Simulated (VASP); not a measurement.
Input of a VASP 6.6.1 run:

File INCAR:

```
SYSTEM = WC
PREC = Accurate
ENCUT = 600
EDIFF = 1E-7
ISMEAR = 1
SIGMA = 0.1
LREAL = .False.
LASPH = .True.
NELM = 80
ALGO = Normal
ISIF = 3
LWAVE = .False.
LCHARG = .False.
GGA = PE
IBRION = 2
NSW = 90
EDIFFG = -0.005
```

Contents of KPOINTS:

```
Automatic mesh
0
Gamma
  15 15 13
  0 0 0
```

POSCAR

```
WC                                      
1.0
    2.9239167861     -0.0000000000     -0.0000000000
   -1.4619583931      2.5321862193     -0.0000000000
   -0.0000000000      0.0000000000      2.8495698146
  W               C             
     1     1
Direct
     0.0000000000000000    0.0000000000000000    0.0000000000000000
     0.6666666699999979    0.3333333300000021    0.5000000000000000
```

Potentials or basis: VASP PAW PBE potentials, release 64 (W_sv, C).

The run is started by

```console
$ cat potpaw_PBE.64/W_sv/POTCAR potpaw_PBE.64/C/POTCAR > POTCAR
$ mpirun -np 1 vasp_std > vasp.out
```

(1) What does it give for the band gap on the k mesh?

Answers

(1) none (metal or under the smearing width).

Caveat: the relaxation stopped at its first step, so nothing moved.
